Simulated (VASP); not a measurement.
These are r2SCAN meta-GGA, VASP's PBE PAW potentials (set 64) (plane waves; VASP) values and carry that method's errors.

VASP input:

File KPOINTS:
```
Regular mesh
0
G
 13 13 13
0 0 0
```

**INCAR**
```
# general
SYSTEM  = NiC
PREC    = Accurate
ENCUT   = 520
LREAL   = .FALSE.
LASPH   = .TRUE.

# electronic loop
EDIFF   = 1E-6
NELM    = 100
ALGO    = Normal
LMAXMIX = 4
LMIXTAU = .TRUE.

# smearing
ISMEAR  = 1
SIGMA   = 0.1

# functional
METAGGA = R2SCAN

# spin
ISPIN   = 2
MAGMOM  = 2.0 0.0

# ions
IBRION  = 2
NSW     = 60
ISIF    = 3
EDIFFG  = -0.01

# output
LWAVE   = .FALSE.
LCHARG  = .FALSE.
LORBIT  = 10
```

**POSCAR**
```
NiC
1
    2.6000000000     0.0000000000     0.0000000000
    0.0000000000     2.6000000000     0.0000000000
    0.0000000000     0.0000000000     2.6000000000
Ni C
1 1
Direct
  0.0000000000   0.0000000000   0.0000000000
  0.5000000000   0.5000000000   0.5000000000
```

POTCAR, in this order: Ni C (PBE.64 set). Program: vasp_std.

Energy and stress use the plane-wave basis of the starting cell.

What does the run give for the energy per atom (σ→0), cell moment, volume per atom, band gap (on the k-mesh)?

```
Item                                                         Value
------------------------  ----------------------------------------
energy per atom (σ→0)                               -9.465 eV/atom
cell moment                                                0.00 μB
band gap (on the k-mesh)  none (metal, semimetal or under 0.01 eV)
volume per atom                                       7.93 Å³/atom
```

File OSZICAR:
```
...
DAV:   1    -0.189300158353E+02   -0.51805E-03   -0.55668E-03  4480   0.145E+00    0.212E-01
DAV:   2    -0.189307636435E+02   -0.74781E-03   -0.13997E-02  4696   0.209E+00    0.311E-01
DAV:   3    -0.189295229485E+02    0.12407E-02   -0.59602E-03  4712   0.134E+00    0.402E-02
DAV:   4    -0.189295072820E+02    0.15666E-04   -0.34244E-05  4112   0.734E-02    0.128E-02
DAV:   5    -0.189295060029E+02    0.12792E-05   -0.73433E-06  4736   0.451E-02    0.410E-03
DAV:   6    -0.189295070592E+02   -0.10564E-05   -0.68844E-07  2224   0.113E-02    0.211E-03
DAV:   7    -0.189295070346E+02    0.24594E-07   -0.10811E-07  2024   0.507E-03
   5 F= -.18929507E+02 E0= -.18929650E+02  d E =-.966417E-05  mag=    -0.0000
```

The structure was generated: NiC was put into the CsCl type type (Pm-3m), which need not be its known phase. This run relaxes it. Symmetry was kept, so distortions that lower it aren't found.
